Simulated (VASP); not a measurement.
Input for VASP

### INCAR
```
! general
SYSTEM   =  SbAu3
PREC     =  Accurate
ENCUT    =  400
LREAL    =  .False.
LASPH    =  .True.

! electronic loop
EDIFF    =  1E-6
NELM     =  100
ALGO     =  Normal
LMAXMIX  =  6

! smearing
ISMEAR   =  1
SIGMA    =  0.1

! ions
IBRION   =  2
NSW      =  60
ISIF     =  3
EDIFFG   =  -0.02

! output
LWAVE    =  .False.
LCHARG   =  .False.
```

KPOINTS:
```
Automatic
0
G
 7 7 7
```

POSCAR:
```
SbAu3
1
    4.1981779929    -0.0000000000     0.0000000000
   -0.0000000000     4.1981779929     0.0000000000
    0.0000000000    -0.0000000000     4.1981779929
Sb Au
1 3
Direct
  0.0000000000   0.0000000000   0.0000000000
  0.0000000000   0.5000000000   0.5000000000
  0.5000000000   0.0000000000   0.5000000000
  0.5000000000   0.5000000000   0.0000000000
```

POTCAR, in this order: Sb Au (LDA.64 set). Program: vasp_std.

Question: Write an equivalent input for Ansatz.

Answer: One equivalent input (not run):
Ansatz 0.2 input:
```yaml
crystal:
  lattice:
    - [4.1981780, 0.0000000, 0.0000000]
    - [0.0000000, 4.1981780, 0.0000000]
    - [0.0000000, 0.0000000, 4.1981780]
  atoms:
    - { symbol: Sb, position: [0.0000000, 0.0000000, 0.0000000] }
    - { symbol: Au, position: [0.0000000, 0.5000000, 0.5000000] }
    - { symbol: Au, position: [0.5000000, 0.0000000, 0.5000000] }
    - { symbol: Au, position: [0.5000000, 0.5000000, 0.0000000] }
kpoints:
  mp_grid: { grid: [7, 7, 7] }
hamiltonian:
  xc: lda
  pseudopotentials: { kind: paw }
scf:
  occupations: { method: methfessel_paxton, width: 0.1 }
  max_iter: 100
relax:
  max_steps: 60
  f_tol: 0.02
  cell: {}
output: { forces: true, stress: true, eigenvalues: true }
```
What does not carry over: each code has its own PAW files, so the cut-off isn't converted (ENCUT is set for VASP's; basis.ecutwfc is left out, and Ansatz then takes the one that its files recommend); Ansatz stops its SCF on the density residual and VASP on the energy change (EDIFF); Ansatz's lda is the Perdew-Wang form, while the LDA potentials of VASP carry Perdew-Zunger's.

The structure comes from a computed database's SbAu3 entry (Pm-3m); how it stands against other phases isn't given here. This run relaxes it. Symmetry was kept, so distortions that lower it aren't found. The start is the result of an earlier pass.
